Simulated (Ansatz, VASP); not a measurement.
## Cross-check of Ti (Titanium) between VASP and Ansatz

One calculation is typed for both programs; each brings its own data sets. How far apart do they land? The cell is taken from a series of runs on this material, whose earlier steps may have relaxed, scaled, displaced or heated it; both programs get it as it stands.

Calculated with Ansatz 0.2.0; plane waves, with VASP 6.6.1 beside it; PBEsol.

### 1. The structure

Symmetry: P6_3/mmc, No. 194, hexagonal system. The conventional cell has a = 2.920 Å, b = 2.920 Å, c = 4.617 Å, α = 90.00°, β = 90.00°, γ = 120.00°. Ti has 12 Ti at 2.86 to 2.92 Å nearest.

### 2. Ansatz: zone-centre phonons, PBEsol

Ansatz runs on its PAW soft_1 files.

Second derivatives magnify differences that forces hide, and they need a tight electronic threshold.

File input.yaml:

```yaml
crystal:
  lattice:
    - [2.9201860499, 0.0, 0.0]
    - [-1.460093025, 2.528955303, 0.0]
    - [0.0, 0.0, 4.6174370113]
  atoms:
    - { symbol: Ti, position: [0.3333333333, 0.6666666667, 0.25] }
    - { symbol: Ti, position: [0.6666666667, 0.3333333333, 0.75] }
kpoints:
  mp_grid: { grid: [18, 18, 12] }
hamiltonian:
  xc: pbesol
  pseudopotentials: { kind: paw, azcp: { folder: soft_1 }, xc_functional: pbe }
scf:
  occupations: { method: methfessel_paxton, width: 0.2 }
output:
  eigenvalues: true
phonons:
  method: dfpt
```

Launch:

```bash
ansatz run input.yaml --threads 4 --pin off --max-ram 10240MiB --backend cpu --events-out ev --progress --plain --runs-dir out
```

Numbers of over 12 decimals in the logs are rounded to 6 here.

Log:

```text
zone centre: on kpoints.mp_grid the ground state, and the responses unless they are solved on pairs of k-points, stand on 637 of the mesh's 3888 k-points, reduced under 4 symmetry operations, with k and −k counted as one. Each operation leaves every solved displacement unchanged or reverses it
Engine: ansatz 0.2.0, x86_64-unknown-linux-gnu
Pseudopotentials: kind: paw
Pseudopotential: Ti, paw, valence charge 12, recommended cutoff 420 eV (normal), soft_1/Ti.paw.azcp
Functional definition: PBEsol
  exchange = pbesol_x
  correlation = pbesol_c
Crystal: 2 atoms, lattice volume = 34.100 Å³
Basis set: ecut = 420 eV, 687 PW (Γ), exchange–correlation on 40×40×64 points (8 copies of the dense FFT grid, shifted against one another)
Bands: 16, of which v1, the nominal top of the filled ones, is band 12 counted from 1 (11 counted from 0)
Symmetry: 24 space group operations
k-points: 637 of 3888 (irreducible under 4 space group operations, time reversal used)
Non-local potential: Ti, projectors of the file, l = 0: 3, l = 1: 2, l = 2: 3, l = 3: 1
PAW form: soft (Blöchl's): semilocal exchange-correlation on the pseudo side does not see the compensation charge
PAW frozen core: Ti, regenerated for the run's functional, and the local potential with it (the file was generated under x = pbe(κ = 0.804, μ = 0.219515), c = pbe(β = 0.066725))
PAW one-centre angular grid: Ti, 590 points (default); XC on 64 Gauss nodes
Initial density: superposition of atomic densities (chi_scale 0.1, normalization cell)
Initial wavefunctions: pseudopotential atomic-orbital guess
Functional: x = pbesol(κ = 0.804, μ = 0.123457), c = pbesol(β = 0.046)
SCF iter   1: F=—  HF=-4948.274453 eV  |F-HF|=—  |Δ(HF+E_count)|=         —  Δρ=6.43e-2  dr2=1.45e0  ethr=3.10e-3  ⟨swp⟩=4.3  Hψ=88850  notcnv=0
automatic band count: the SCF goes on with 20 bands, as 16 were too few: they end inside the smearing window of the response
preconditioner: auto → none  [metal: Δε(μ)=0.002 eV  Ē_g=4.649 eV  σ=0.200 eV  W_gap=0.01  n_scr=8 (ndim 8)  ℏωp=18.0 eV  f_vac=0.000  D(μ)=1.58/eV (n_scr^D=22)  sad-step TF]
SCF iter   2: F=—  HF=-4947.954699 eV  |F-HF|=—  |Δ(HF+E_count)|=   3.20e-1  S|Δr|=    0.00e0  Δρ=3.68e-2  dr2=5.02e-1  ethr=3.10e-3  ⟨swp⟩=2.0  Hψ=21449  notcnv=0  defer=877
SCF iter   3: F=—  HF=-4947.793828 eV  |F-HF|=—  |Δ(HF+E_count)|=   1.61e-1  S|Δr|=    0.00e0  Δρ=1.48e-3  dr2=3.53e-4  ethr=2.09e-3  ⟨swp⟩=2.7  Hψ=21626  notcnv=0  defer=877
SCF iter   4: F=—  HF=-4947.793890 eV  |F-HF|=—  |Δ(HF+E_count)|=   6.16e-5  S|Δr|=    0.00e0  Δρ=1.21e-4  dr2=2.88e-6  ethr=1.47e-6  ⟨swp⟩=2.3  Hψ=22239  notcnv=0  defer=826
SCF iter   5: F=—  HF=-4947.793894 eV  |F-HF|=—  |Δ(HF+E_count)|=   4.38e-6  S|Δr|=    0.00e0  Δρ=6.29e-5  dr2=1.02e-6  ethr=1.20e-8  ⟨swp⟩=2.0  Hψ=20027  notcnv=0  defer=826
SCF iter   6: F=—  HF=-4947.793895 eV  |F-HF|=—  |Δ(HF+E_count)|=   8.99e-7  S|Δr|=    0.00e0  Δρ=9.77e-6  dr2=1.77e-8  ethr=4.26e-9  ⟨swp⟩=2.9  Hψ=19891  notcnv=0  defer=826
SCF iter   7: F=—  HF=-4947.793895 eV  |F-HF|=—  |Δ(HF+E_count)|=   7.53e-9  S|Δr|=    0.00e0  Δρ=9.93e-7  dr2=2.47e-10  ethr=7.36e-11  ⟨swp⟩=3.0  Hψ=20338  notcnv=0  defer=826
SCF iter   8: F=-4947.793895 eV  HF=-4947.793895 eV  |F-HF|=0.00e0  |Δ(HF+E_count)|=  1.05e-10  S|Δr|=    0.00e0  Δρ=4.44e-8  dr2=1.93e-13  ethr=1.00e-12  ⟨swp⟩=8.9  Hψ=50940  notcnv=0
SCF 1 converged in 8 iterations: F = -4947.793895 eV  dr2 = 1.93e-13
  greatest PAW one-centre occupation: 0.999 electrons in one spin orbital (limit 2), on the Ti atom at site 1 (counted from 0), in its partial waves of l = 0
DFPT response loops at Γ: preconditioner auto → Kerker (q_TF=auto, 2.573 Å⁻¹) (partly filled bands, converged f_vac=0.000); β = 1.00, the filter's whole step (`scf.mixing.beta` (0.50) is not read by the response loops under this deck's `scf.mixing.preconditioner`; to damp them name `kerker` or `kerker_dos`, under which they read `scf.mixing.beta`, and type it under 1.00, their step now; both keys bind the ground state too); Broyden in place of MSR1
SCF converged after 8 iterations
Stability not checked: this state was not tested for a lower state beside it, because cold or Methfessel-Paxton smearing, or corrected tetrahedra, fill the levels in a way that the test cannot read (fill_not_monotonic; see scf.lower_state_search)
Free energy (F): -4947.793895 eV
Harris-Foulkes:  -4947.793895 eV  (|F-HF|=0.00e0)
Internal energy: -4947.798834 eV  (E = F + TS)
E sigma→0 (E₀):  -4947.795130 eV
Entropy (-TS):   0.004939 eV (2.470 meV/atom)
Fermi energy:    13.467708 eV
--- Per-component energies (eV) ---
  E_band       = -310.324691
  E_kinetic    = 562.416425
  E_local      = -1726.153036  (includes V_loc(G=0)·N_el)
  E_nonlocal   = 123.634099
  E_hartree    = 683.489099
  E_xc         = -230.477227
  E_vxc        = -289.937450  (∫ρ·V_xc dr)
  E_paw        = -2034.528610  (= ΣΔE_a)
  E_vpaw       = -347.262769  (= ΣTr[D̂ρ^β])
  E_aug_tail   = -0.000165  (compensation charges beyond the density's cutoff)
  E_ewald      = -2326.458188
  E_core_change = 0.278769  (= ΣΔE_core)
  E_smearing   = 0.004939  (= −TS)
  E_closure    = -0.000000  (closes the sum)
  Σ components = -4947.793895   (vs F -4947.793895, Δ=0.00e0)
--- Band table (eV; the first three rows and the last of 637) ---
  k-point 0: bands = [... 8 lower, 7.2261, 10.7189, 14.2386, 14.2386, 14.2884, 14.3739, 14.7581, 14.7581, ... 4 higher]
  k-point 1: bands = [... 8 lower, 7.2861, 10.6929, 14.1796, 14.2055, 14.2055, 14.3400, 14.7236, 14.7236, ... 4 higher]
  k-point 2: bands = [... 8 lower, 7.4637, 10.5994, 13.9179, 14.1376, 14.1376, 14.2419, 14.6299, 14.6299, ... 4 higher]
  k-point 636: bands = [... 8 lower, 11.4138, 11.4138, 12.8797, 12.8797, 13.3566, 13.3566, 15.0465, 15.0465, ... 4 higher]
--- Phonons (Γ-DFPT): 2 representative perturbations + reference, on 637 of 3888 k-points (Σ response iterations 6) ---
  k mesh reduced under 4 symmetry operations, with k and −k counted as one. Each operation leaves every solved displacement unchanged or reverses it
  ASR residual: 8.866e-6 → 0.000e0 eV/Å²; symmetrization residual: 3.864e-10 eV/Å²
  ASR residual per site (eV/Å²): 8.87e-6 8.87e-6
  Γ frequencies (cm⁻¹): 0.00 0.00 0.00 128.91 128.91 179.47
  non-analytic LO–TO correction: not included (Born effective charges unavailable; polar crystals: no LO–TO splitting at Γ)
```

(Continued in part 2 of 2.)

[Lines on the potential files, build, host, timing and source positions are cut from VASP's logs without a mark.]

[Logs are printed without paths, hosts, clocks, repeated set-up lines and the standing remarks that a program may print on its own settings, such as how far it seeks lower states.]

[Hosts, paths, dates, database ids (printed as entryN), source tags and the programs' standing remarks are cut or masked in the printed files.]
